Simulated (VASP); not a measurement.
An input for Quantum ESPRESSO's pw.x (written as the equivalent of a VASP run, and not itself run):

```
&CONTROL
  calculation = 'vc-relax'
  pseudo_dir = './pseudo'
  outdir = './out'
  tprnfor = .true.
  tstress = .true.
  nstep = 60
  forc_conv_thr = 0.00039
/
&SYSTEM
  ibrav = 0
  nat = 2
  ntyp = 2
  ecutwfc = 80
  occupations = 'smearing'
  smearing = 'gaussian'
  degauss = 0.003675
  input_dft = 'vdw-df-obk8'
/
&ELECTRONS
  conv_thr = 7.3e-08
  electron_maxstep = 100
/
&IONS
/
&CELL
/
ATOMIC_SPECIES
  In 114.818 In.upf
  Sb 121.760 Sb.upf
CELL_PARAMETERS angstrom
     0.0000000    3.2400000    3.2400000
     3.2400000    0.0000000    3.2400000
     3.2400000    3.2400000    0.0000000
ATOMIC_POSITIONS crystal
  In   0.0000000  0.0000000  0.0000000
  Sb   0.2500000  0.2500000  0.2500000
K_POINTS automatic
  6 6 6 0 0 0
```

**Question.** Write the VASP files for the same calculation (optB88-vdW).

**Answer.** One answer among several that fit: 
File POSCAR:
```
InSb
1.0
  0.0000000000   3.2400000000   3.2400000000
  3.2400000000   0.0000000000   3.2400000000
  3.2400000000   3.2400000000   0.0000000000
In Sb
1 1
Cart
  0.0000000000   0.0000000000   0.0000000000
  1.6200000000   1.6200000000   1.6200000000
```

**INCAR**
```
SYSTEM = InSb
PREC = Accurate
ENCUT = 520
EDIFF = 1E-6
NELM = 100
ALGO = Normal
LREAL = .FALSE.
LASPH = .TRUE.
ISMEAR = 0
SIGMA = 0.05
GGA = BO
PARAM1 = 0.1833333333
PARAM2 = 0.22
LUSE_VDW = .TRUE.
AGGAC = 0.0
LMAXMIX = 4
LWAVE = .FALSE.
LCHARG = .FALSE.
IBRION = 2
ISIF = 3
NSW = 60
EDIFFG = -0.01
```

KPOINTS:
```
Automatic mesh
0
G
 6 6 6
```

POTCAR, in this order: In_d Sb (PBE.64 set). Program: vasp_std.

Limits of the translation: the potentials are each code's own (VASP's PAW set, PseudoDojo norm-conserving files in pw.x), so ENCUT and ecutwfc are chosen apart and not converted; conv_thr bounds pw.x's estimated SCF error, while EDIFF bounds the energy change between steps; forc_conv_thr acts on force components and is met together with etot_conv_thr.

The compound is InSb in the zinc blende structure. This run relaxes it. Symmetry was kept, so distortions that lower it aren't found.
